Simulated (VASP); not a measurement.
Method: PBE GGA, VASP's PBE PAW potentials (set 64) (plane waves; VASP).

A VASP calculation is set up with these files.

### POSCAR
```
Y
1
    1.8283887459    -3.1668624816    -0.0000000000
    1.8283887459     3.1668624816    -0.0000000000
    0.0000000000    -0.0000000000     5.6438095468
Y
2
Direct
  0.3333330000   0.6666670000   0.2500000000
  0.6666670000   0.3333330000   0.7500000000
```

**KPOINTS**
```
Automatic mesh
0
Gamma
12 12 7
```

**INCAR**
```
! general
SYSTEM =Y
PREC   =Accurate
ENCUT  =500
LREAL  =.FALSE.
LASPH  =.TRUE.

! electronic loop
EDIFF  =1E-6   ! SCF stop (eV)
NELM   =100
ALGO   =Normal   ! blocked Davidson
LMAXMIX=4

! smearing
ISMEAR =1
SIGMA  =0.1

! functional
GGA    =PE

! ions
IBRION =2   ! conjugate gradients
NSW    =40
ISIF   =3   ! ions, shape and volume
EDIFFG =-0.02   ! ionic stop

! output
LWAVE  =.FALSE.
LCHARG =.FALSE.
```

POTCAR, in this order: Y_sv (PBE.64 set). Program: vasp_std.

Q: What does the run give for the energy per atom (σ→0), volume per atom, band gap (on the k-mesh)?

A: 
```yaml
energy per atom (σ→0): -620.5 kJ/mol of atoms
band gap (on the k-mesh): none (metal, semimetal or under 0.01 eV)
volume_per_atom: 32.85 Å^3/atom
```

**OSZICAR**
```
...
DAV:   1    -0.128635219822E+02   -0.74166E-03   -0.28687E-02  2378   0.134E+00    0.160E-01
DAV:   2    -0.128630217784E+02    0.50020E-03   -0.13881E-03  2440   0.275E-01    0.841E-02
DAV:   3    -0.128628301387E+02    0.19164E-03   -0.99102E-04  3223   0.201E-01    0.546E-02
DAV:   4    -0.128628418481E+02   -0.11709E-04   -0.58143E-05  2749   0.496E-02    0.337E-02
DAV:   5    -0.128628537109E+02   -0.11863E-04   -0.16495E-05  2983   0.236E-02    0.114E-02
DAV:   6    -0.128628555697E+02   -0.18588E-05   -0.15605E-06  1483   0.110E-02    0.571E-03
DAV:   7    -0.128628549282E+02    0.64146E-06   -0.89628E-07  1161   0.733E-03
   4 F= -.12862855E+02 E0= -.12861950E+02  d E =-.746597E-04
```

The compound is Y in the hcp structure. This run relaxes it. Symmetry was kept, so distortions that lower it aren't found.
